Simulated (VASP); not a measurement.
Here is a VASP 6.6.1 calculation.

The input INCAR:

```
ALGO = Fast
EDIFF = 1E-6
ENCUT = 520
GGA = CA
ISIF = 2
ISMEAR = -1
LASPH = True
LCHARG = True
LELF = True
LREAL = False
LVHAR = True
LWAVE = False
NBANDS = 28
NELM = 100
PREC = Accurate
SIGMA = 0.3
```

Contents of KPOINTS:

```
k-points
0
Gamma
  7 7 7
```

The input POSCAR:

```
LiZn3
1.0
    0.0000000000      3.0111111900      3.0111111900
    3.0111111900      0.0000000000      3.0111111900
    3.0111111900      3.0111111900      0.0000000000
Li Zn
1 3
Direct
    0.0000000000      0.0000000000      0.0000000000
    0.2499999992      0.2499999992      0.2499999992
    0.7499999992      0.7499999992      0.7499999992
    0.5000000000      0.5000000000      0.5000000000
```

Potentials or basis: VASP PAW LDA potentials, release 64 (Li_sv, Zn).

Launch:

```sh
$ cat potpaw_LDA.64/Li_sv/POTCAR potpaw_LDA.64/Zn/POTCAR > POTCAR
$ mpirun -np 1 vasp_std > vasp.out
```

Task: Estimate the band gap on the k mesh.

Result: None (metal or under the smearing width).
